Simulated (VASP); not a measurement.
An input for Quantum ESPRESSO's pw.x (written as the equivalent of a VASP run, and not itself run):

```
&CONTROL
  calculation = 'scf'
  pseudo_dir = './pseudo'
  outdir = './out'
  tprnfor = .true.
  tstress = .true.
/
&SYSTEM
  ibrav = 0
  nat = 2
  ntyp = 2
  ecutwfc = 84
  occupations = 'smearing'
  smearing = 'gaussian'
  degauss = 0.003675
  input_dft = 'pz'
/
&ELECTRONS
  conv_thr = 7.3e-09
  electron_maxstep = 100
/
ATOMIC_SPECIES
  Li 6.940 Li.upf
  F 18.998 F.upf
CELL_PARAMETERS angstrom
     0.0000000    1.9527208    1.9527208
     1.9527208    0.0000000    1.9527208
     1.9527208    1.9527208    0.0000000
ATOMIC_POSITIONS crystal
  Li   0.0000000  0.0000000  0.0000000
  F    0.5000000  0.5000000  0.5000000
K_POINTS automatic
  12 12 12 0 0 0
```

**Question.** Write the VASP files for the same calculation (LDA).

**Answer.** One answer among several that fit: 
KPOINTS:
```
kpoints
0
Gamma
 12 12 12
0 0 0
```

File POSCAR:
```
LiF
1
    0.0000000000     1.9527207814     1.9527207814
    1.9527207814     0.0000000000     1.9527207814
    1.9527207814     1.9527207814     0.0000000000
Li F
1 1
Direct
  0.0000000000   0.0000000000   0.0000000000
  0.5000000000   0.5000000000   0.5000000000
```

INCAR:
```
ALGO = Normal
EDIFF = 1E-7
ENCUT = 520
ISIF = 2
ISMEAR = 0
LASPH = .TRUE.
LCHARG = .FALSE.
LREAL = .FALSE.
LWAVE = .FALSE.
NELM = 100
PREC = Accurate
SIGMA = 0.05
SYSTEM = LiF
```

POTCAR, in this order: Li_sv F (LDA.64 set). Program: vasp_std.

What does not carry over: the potentials are each code's own (VASP's PAW set, PseudoDojo norm-conserving files in pw.x), so ENCUT and ecutwfc are chosen apart and not converted; conv_thr bounds pw.x's estimated SCF error, while EDIFF bounds the energy change between steps.

The compound is LiF in the rock salt structure. It was relaxed first, which changed the volume by -9 %.
